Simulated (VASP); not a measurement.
Here is the system:

```
LiH
1.0
    0.00000     2.04277     2.04277
    2.04277     0.00000     2.04277
    2.04277     2.04277     0.00000
Li H
1 1
Direct
  0.00000   0.00000   0.00000
  0.50000   0.50000   0.50000
```

Method: PBE GGA, VASP's PBE PAW potentials (set 64) (plane waves; VASP). Run with 400 eV cut-off, 14×14×14 Γ-centred mesh, Gaussian smearing of 0.010 eV, potentials Li_sv H.

At this cut-off the stress carries a Pulay error, which pulls relaxed volumes low.

**Question.** Predict the energy per atom (σ→0), pressure, band gap (on the k-mesh) with the smallest direct gap where there is one.

**Answer.** 
The band gap (on the k-mesh) is 2.98 eV and the smallest direct gap (on the k-mesh) is 2.98 eV. The energy per atom (σ→0) is -3.076 eV/atom and the pressure comes out as -5.26 GPa.

Only differences to runs with the same potentials and settings are physical.

The structure comes from a computed database's LiH entry; how it stands against other phases isn't given here. The cell was not relaxed at this level.
